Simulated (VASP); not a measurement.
```
CELL_PARAMETERS angstrom
     -1.50678     1.50678     1.50678
      1.50678    -1.50678     1.50678
      1.50678     1.50678    -1.50678
ATOMIC_POSITIONS crystal
  V  0.00000 0.00000 0.00000
```

All values below come from revPBE GGA, VASP's PBE PAW potentials (set 64) (plane waves; VASP 6.6.1). Settings: 520 eV cut-off, Gaussian smearing of 0.050 eV, potentials V_sv.

**Question.** Predict the band gap (along the path) with the smallest direct gap where there is one.

**Answer.** 
band gap (along the path): none (metal, semimetal or under 0.01 eV)

The absolute energy has meaning only against runs of the same code, potentials and settings.

The compound is V in the bcc structure. It was relaxed first. The run is not spin-polarised, so no magnetic state was tried.
